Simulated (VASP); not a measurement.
Here is the system:

```
CELL_PARAMETERS angstrom
      2.28728    -3.94361     0.00000
      2.28728     3.94361     0.00000
      0.00000     0.00000     4.68843
ATOMIC_POSITIONS crystal
  Ga 0.15559 0.84441 0.91957
  Ga 0.34441 0.65559 0.41957
  Ga 0.65559 0.34441 0.58043
  Ga 0.84441 0.15559 0.08043
```

Level of theory: RPBE GGA, VASP's PBE PAW potentials (set 64) (plane waves; VASP 6.6.1). Settings: 520 eV cut-off, 9×9×7 Γ-centred mesh, tetrahedra with Blöchl corrections, potentials Ga_d.

Q: The job: Ga (alpha), 4 atoms, RPBE, static run, 520 eV, 9×9×7 Γ-centred mesh. Roughly how much core time does it take on a busy server core?

A: About 2 core-minutes (one run on a shared machine, a rough figure). It had 100 irreducible k-points, 31 bands, up to 2340 plane waves and 13 electronic steps.

The compound is Ga in the alpha structure. It was relaxed first, which changed the volume by +8 %.
